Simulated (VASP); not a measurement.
Input:

```yaml
crystal:
  lattice:
    - [3.77145, 0.00000, 0.00000]
    - [0.00000, 3.77145, 0.00000]
    - [0.00000, 0.00000, 3.77145]
  atoms:
    - { symbol: Ti, position: [0.00000, 0.00000, 0.00000] }
    - { symbol: Pt, position: [0.00000, 0.50000, 0.50000] }
    - { symbol: Pt, position: [0.50000, 0.00000, 0.50000] }
    - { symbol: Pt, position: [0.50000, 0.50000, 0.00000] }
```

Level of theory: PBE GGA, VASP's PBE PAW potentials (set 64) (plane waves; VASP). Numerical set-up: 500 eV cut-off, 8×8×8 Γ-centred mesh, first-order Methfessel-Paxton smearing of 0.10 eV, potentials Ti_sv Pt.

Unless said otherwise, spin-orbit coupling is left out, though it shifts the bands of the heavy elements here.

Problem. What does the run give for the energy per atom (σ→0), pressure, band gap (on the k-mesh) with the smallest direct gap where there is one?

Solution. 
```
Property                                                    Result
------------------------  ----------------------------------------
band gap (on the k-mesh)  none (metal, semimetal or under 0.01 eV)
energy per atom (σ→0)                               -7.146 eV/atom
pressure                                                 45.05 GPa
```

The absolute energy has meaning only against runs of the same code, potentials and settings.

The compound is Pt3Ti in the L1_2 structure. It was relaxed first under an external pressure of 45 GPa.
